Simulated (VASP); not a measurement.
Runs of VASP 6.6.1 on Al. It takes space group Fm-3m (No. 225, cubic). Conventional cell: a = 4.041 Å, b = 4.041 Å, c = 4.041 Å, α = 90.00°, β = 90.00°, γ = 90.00°. Al (site symmetry m-3m) has 12 Al at 2.86 Å as nearest neighbours. 

| task | cell | gap on the mesh (eV) | pressure (GPa) |
| --- | --- | --- | --- |
| single point | a relaxed cell with its volume scaled by 0.94 | none | 5.4 |
| relaxation of cell and atoms | relaxed | none | 0.0 |
| single point | as given | none | 0.0 |
| single point | a relaxed cell with its volume scaled by 1.09 | none | (a) |
| single point | a relaxed cell with its volume scaled by 0.97 | none | 2.5 |

Alike in all rows: level PBE; potentials or basis VASP PAW PBE potentials, release 64 (Al); no spin polarisation; k mesh 18 × 18 × 18; cutoff (eV) 700; smearing gaussian 0.1 eV.

**Question.** Fill in the values left out.

**Answer.** (a) -5.5.

Caveats: the relaxation stopped at its first step, so nothing moved (some runs).

A gap of «none» marks a metal or a gap under the smearing width.
